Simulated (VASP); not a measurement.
These are PBE GGA with D4 dispersion, VASP's PBE PAW potentials (set 64) (plane waves; VASP) values and carry that method's errors.

The input files of a VASP run:

KPOINTS:
```
Automatic mesh
0
Gamma
8 8 8
0 0 0
```

POSCAR:
```
Pt3Ti
7.6655590
  0.4999999748   0.0000000000   0.0000000000
  0.0000000000   0.4999999748   0.0000000000
  0.0000000000   0.0000000000   0.4999999748
Ti Pt
1 3
Cart
  0.0000000000   0.0000000000   0.0000000000
  0.0000000000   0.2499999874   0.2499999874
  0.2499999874   0.0000000000   0.2499999874
  0.2499999874   0.2499999874   0.0000000000
```

### INCAR
```
ALGO=Normal
EDIFF=1E-7
ENCUT=520
GGA=PE
ISIF=2
ISMEAR=1
IVDW=13
LASPH=.TRUE.
LCHARG=.FALSE.
LMAXMIX=6
LREAL=.FALSE.
LWAVE=.FALSE.
NELM=100
PREC=Accurate
SIGMA=0.1
SYSTEM=Pt3Ti
```

POTCAR, in this order: Ti_sv Pt (PBE.64 set). Program: vasp_std.

Output of the run:

### OSZICAR
```
       N       E                     dE             d eps       ncg     rms          rms(c)
DAV:   1     0.389826919475E+03    0.38983E+03   -0.21457E+04  1750   0.184E+03
DAV:   2     0.318235807613E+01   -0.38664E+03   -0.37885E+03  1901   0.459E+02
DAV:   3    -0.308168378947E+02   -0.33999E+02   -0.32262E+02  2510   0.114E+02
DAV:   4    -0.319886722056E+02   -0.11718E+01   -0.11656E+01  2100   0.219E+01
DAV:   5    -0.320218400784E+02   -0.33168E-01   -0.33142E-01  2427   0.371E+00    0.258E+01
DAV:   6    -0.303033371087E+02    0.17185E+01   -0.17869E+01  2479   0.317E+01    0.137E+01
DAV:   7    -0.301232776942E+02    0.18006E+00   -0.25650E+01  2401   0.316E+01    0.117E+01
DAV:   8    -0.293045743848E+02    0.81870E+00   -0.16871E+00  2375   0.109E+01    0.474E+00
DAV:   9    -0.292242115543E+02    0.80363E-01   -0.19910E+00  2563   0.796E+00    0.241E+00
DAV:  10    -0.291681605814E+02    0.56051E-01   -0.35082E-01  2415   0.425E+00    0.426E-01
DAV:  11    -0.291704938575E+02   -0.23333E-02   -0.64191E-03  2377   0.696E-01    0.551E-01
DAV:  12    -0.291677882409E+02    0.27056E-02   -0.14390E-02  2448   0.791E-01    0.522E-02
DAV:  13    -0.291677876309E+02    0.60998E-06   -0.23818E-04  2094   0.116E-01    0.252E-02
DAV:  14    -0.291677921585E+02   -0.45276E-05   -0.16116E-04  2472   0.880E-02    0.350E-02
DAV:  15    -0.291677830274E+02    0.91312E-05   -0.35251E-05  2472   0.450E-02    0.857E-03
DAV:  16    -0.291677825434E+02    0.48399E-06   -0.40403E-06  2613   0.130E-02    0.211E-03
DAV:  17    -0.291677825990E+02   -0.55611E-07   -0.17525E-07  1494   0.340E-03
   1 F= -.31828535E+02 E0= -.31828792E+02  d E =0.769793E-03
```

**OUTCAR**
```
------------------------ aborting loop because EDIFF is reached ----------------------------------------
  Edisp (eV):   -2.66075
  FORCE on cell =-STRESS in cart. coord.  units (eV):
  Direction    XX          YY          ZZ          XY          YZ          ZX
  --------------------------------------------------------------------------------------
  Total       6.51668     6.51668     6.51668    -0.00000    -0.00000     0.00000
  in kB     185.43656   185.43656   185.43656    -0.00000    -0.00000     0.00000
  external pressure =      185.44 kB  Pullay stress =        0.00 kB
  volume of cell :       56.30
      direct lattice vectors                 reciprocal lattice vectors
     3.832779307  0.000000000  0.000000000     0.260907274  0.000000000  0.000000000
     0.000000000  3.832779307  0.000000000     0.000000000  0.260907274  0.000000000
     0.000000000  0.000000000  3.832779307     0.000000000  0.000000000  0.260907274
 POSITION                                       TOTAL-FORCE (eV/Angst)
 -----------------------------------------------------------------------------------
      0.00000      0.00000      0.00000         0.000000      0.000000      0.000000
      0.00000      1.91639      1.91639         0.000000      0.000000      0.000000
      1.91639      0.00000      1.91639         0.000000      0.000000      0.000000
      1.91639      1.91639      0.00000         0.000000      0.000000      0.000000
 -----------------------------------------------------------------------------------
    total drift:                                0.000000      0.000000     -0.000000
  FREE ENERGIE OF THE ION-ELECTRON SYSTEM (eV)
  ---------------------------------------------------
  free  energy   TOTEN  =       -31.8285350658 eV

  energy  without entropy=      -31.8293048592  energy(sigma->0) =      -31.82879166
```
(Selected blocks of OUTCAR.)

### OUTCAR
```
 val. band max:       12.8264062826   @ k =   0.3750   0.0000   0.0000

 cond. band min:      12.8664895967   @ k =   0.5000   0.1250   0.0000


 Fermi energy:        12.8440087203

 k-point     1 :       0.0000    0.0000    0.0000
  band No.  band energies     occupation
      1     -45.3353      2.00000
      2     -21.5724      2.00000
      3     -21.5724      2.00000
      4     -21.5724      2.00000
      5       2.0643      2.00000
      6       4.8100      2.00000
      7       5.2207      2.00000
      8       5.2207      2.00000
      9       5.5259      2.00000
     10       5.5259      2.00000
     11       5.5259      2.00000
     12       8.9033      2.00000
     13       8.9033      2.00000
     14       8.9033      2.00000
     15      10.9989      2.00000
     16      10.9989      2.00000
     17      12.2732      2.00000
     18      12.8866      0.34658
     19      12.8866      0.34657
     20      12.8866      0.34657
     21      14.3046     -0.00000
     22      14.3046     -0.00000
     23      14.3750     -0.00000
     24      14.3750     -0.00000
     25      14.3750     -0.00000

 k-point     2 :       0.1250    0.0000    0.0000
  band No.  band energies     occupation
      1     -45.3349      2.00000
      2     -21.5779      2.00000
      3     -21.5733      2.00000
      4     -21.5733      2.00000
      5       2.2823      2.00000
      6       4.9514      2.00000
      7       5.3053      2.00000
      8       5.4043      2.00000
      9       5.6063      2.00000
     10       5.6655      2.00000
     11       5.6655      2.00000
     12       8.7654      2.00000
     13       8.9719      2.00000
     14       8.9719      2.00000
     15      10.8021      2.00000
     16      11.0272      2.00000
     17      11.9527      2.00000
     18      11.9527      2.00000
     19      12.0623      2.00000
     20      12.8872      0.33855
     21      13.2711     -0.00000
     22      14.0835     -0.00000
     23      14.0835     -0.00000
...
```

Unless said otherwise, spin-orbit coupling is left out, though it shifts the bands of the heavy elements here.

The compound is Pt3Ti in the L1_2 structure. This cell is one point of a volume scan, at 0.94 of the reference volume.
